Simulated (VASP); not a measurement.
Output of a VASP run:

File OSZICAR:
```
...
DAV:   8    -0.723118278752E+02   -0.23696E+01   -0.73174E-01   580   0.102E+01    0.817E-01
DAV:   9    -0.694922887570E+02    0.28195E+01   -0.84596E-01   580   0.873E+00    0.110E+00
DAV:  10    -0.701486976664E+02   -0.65641E+00   -0.51233E-01   576   0.616E+00    0.147E-01
DAV:  11    -0.701311696991E+02    0.17528E-01   -0.17825E-02   612   0.155E+00    0.244E-01
DAV:  12    -0.701233838329E+02    0.77859E-02   -0.15325E-02   576   0.102E+00    0.483E-01
DAV:  13    -0.701526195026E+02   -0.29236E-01   -0.22173E-02   576   0.165E+00    0.240E-01
DAV:  14    -0.701544016922E+02   -0.17822E-02   -0.26828E-03   576   0.525E-01    0.146E-01
DAV:  15    -0.701556926432E+02   -0.12910E-02   -0.23194E-04   576   0.181E-01    0.138E-01
DAV:  16    -0.701557292900E+02   -0.36647E-04   -0.17990E-03   660   0.348E-01    0.126E-02
DAV:  17    -0.701559146455E+02   -0.18536E-03   -0.10868E-04   576   0.115E-01    0.673E-03
DAV:  18    -0.701559048568E+02    0.97887E-05   -0.86887E-06   680   0.373E-02    0.327E-03
DAV:  19    -0.701559221758E+02   -0.17319E-04   -0.30343E-06   576   0.184E-02    0.240E-03
DAV:  20    -0.701559317910E+02   -0.96152E-05   -0.24922E-06   544   0.213E-02    0.152E-03
DAV:  21    -0.701559319800E+02   -0.18903E-06   -0.10849E-06   424   0.118E-02
   1 F= -.70155932E+02 E0= -.70155932E+02  d E =-.701559E+02
       N       E                     dE             d eps       ncg     rms          rms(c)
DAV:   1    -0.703212065098E+02   -0.16527E+00   -0.45206E+00   724   0.323E+01    0.286E+00
DAV:   2    -0.701684016171E+02    0.15280E+00   -0.62355E-01   602   0.861E+00    0.609E-01
DAV:   3    -0.701569462171E+02    0.11455E-01   -0.32023E-02   600   0.300E+00    0.241E-01
DAV:   4    -0.701530059348E+02    0.39403E-02   -0.15836E-02   600   0.210E+00    0.785E-02
DAV:   5    -0.701593085660E+02   -0.63026E-02   -0.20584E-03   576   0.506E-01    0.620E-02
DAV:   6    -0.701555514683E+02    0.37571E-02   -0.12078E-03   576   0.475E-01    0.323E-02
DAV:   7    -0.701594716199E+02   -0.39202E-02   -0.10047E-03   576   0.422E-01    0.151E-02
DAV:   8    -0.701595627862E+02   -0.91166E-04   -0.17065E-04   576   0.146E-01    0.533E-03
DAV:   9    -0.701595961055E+02   -0.33319E-04   -0.60221E-05   576   0.935E-02    0.303E-03
DAV:  10    -0.701596170531E+02   -0.20948E-04   -0.67226E-06   576   0.361E-02    0.121E-03
DAV:  11    -0.701596169120E+02    0.14111E-06   -0.67453E-07   466   0.110E-02
   2 F= -.70159617E+02 E0= -.70159617E+02  d E =-.368493E-02
       N       E                     dE             d eps       ncg     rms          rms(c)
DAV:   1    -0.701686953527E+02   -0.90783E-02   -0.23887E-01   724   0.726E+00    0.665E-01
DAV:   2    -0.701604502505E+02    0.82451E-02   -0.34132E-02   602   0.200E+00    0.141E-01
DAV:   3    -0.701598557386E+02    0.59451E-03   -0.17441E-03   608   0.703E-01    0.566E-02
DAV:   4    -0.701595642156E+02    0.29152E-03   -0.83518E-04   600   0.482E-01    0.182E-02
DAV:   5    -0.701599341869E+02   -0.36997E-03   -0.10886E-04   576   0.116E-01    0.151E-02
DAV:   6    -0.701596117843E+02    0.32240E-03   -0.97214E-05   576   0.126E-01    0.973E-03
DAV:   7    -0.701599488789E+02   -0.33709E-03   -0.83800E-05   576   0.117E-01    0.394E-03
DAV:   8    -0.701599562729E+02   -0.73940E-05   -0.10996E-05   576   0.369E-02    0.117E-03
DAV:   9    -0.701599583970E+02   -0.21242E-05   -0.32236E-06   560   0.215E-02    0.813E-04
DAV:  10    -0.701599589597E+02   -0.56262E-06   -0.37380E-07   372   0.952E-03
   3 F= -.70159959E+02 E0= -.70159959E+02  d E =-.402698E-02
```

### OUTCAR
```
------------------------ aborting loop because EDIFF is reached ----------------------------------------
  FORCE on cell =-STRESS in cart. coord.  units (eV):
  Direction    XX          YY          ZZ          XY          YZ          ZX
  --------------------------------------------------------------------------------------
  Total        0.0056367      0.0056367      0.0056367     -0.0000000     -0.0000000      0.0000000
  in kB        0.1742653      0.1742653      0.1742653     -0.0000000     -0.0000000      0.0000000
  external PRESSURE =       0.1742653 kB  Pullay stress =       0.0000000 kB
  volume of cell :       51.82
      direct lattice vectors                 reciprocal lattice vectors
     0.000000000  2.959142061  2.959142061    -0.168967893  0.168967893  0.168967893
     2.959142061  0.000000000  2.959142061     0.168967893 -0.168967893  0.168967893
     2.959142061  2.959142061 -0.000000000     0.168967893  0.168967893 -0.168967893
 POSITION                                       TOTAL-FORCE (eV/Angst)
 -----------------------------------------------------------------------------------
      0.00000      0.00000      0.00000        -0.000000     -0.000000     -0.000000
      1.47957      1.47957      1.47957         0.000000      0.000000      0.000000
      4.43871      4.43871      4.43871        -0.000000     -0.000000     -0.000000
 -----------------------------------------------------------------------------------
    total drift:                                0.000000     -0.000000      0.000000
  FREE ENERGIE OF THE ION-ELECTRON SYSTEM (eV)
  ---------------------------------------------------
  free  energy   TOTEN  =       -70.1599589597 eV

  energy  without entropy=      -70.1599589597  energy(sigma->0) =      -70.15995896

 reached required accuracy - stopping structural energy minimisation
```
(Selected blocks of OUTCAR.)

POSCAR:
```
PbF2
1
    0.0000000000     2.9420447209     2.9420447209
    2.9420447209     0.0000000000     2.9420447209
    2.9420447209     2.9420447209     0.0000000000
Pb F
1 2
Direct
  1.0000000000   1.0000000000   0.0000000000
  0.2500000000   0.2500000000   0.2500000000
  0.7500000000   0.7500000000   0.7500000000
```

Q: Write an INCAR and KPOINTS that could have produced this output.

A: This is not unique; one that fits is the input of the run itself, r2SCAN meta-GGA, plane waves, VASP's PBE PAW potentials (set 64).

### KPOINTS
```
Automatic mesh
0
Gamma
6 6 6
0 0 0
```

### INCAR
```
# general
SYSTEM  = PbF2
PREC    = Accurate
ENCUT   = 520
LREAL   = F   # projection in real space or not
LASPH   = T

# electronic loop
EDIFF   = 1E-6   # SCF stop (eV)
NELM    = 100
ALGO    = Normal   # blocked Davidson
LMAXMIX = 4
LMIXTAU = T

# smearing
ISMEAR  = 0   # Gaussian
SIGMA   = 0.05

# functional
METAGGA = R2SCAN

# ions
IBRION  = 2   # conjugate gradients
NSW     = 60   # most ionic steps
ISIF    = 3   # ions, shape and volume
EDIFFG  = -0.02   # ionic stop

# output
LWAVE   = F
LCHARG  = F
```

POTCAR, in this order: Pb_d F (PBE.64 set). Program: vasp_std.

The compound is PbF2 in the fluorite structure, the β form. This run relaxes it. Symmetry was kept, so distortions that lower it aren't found. The start is the result of an earlier pass.
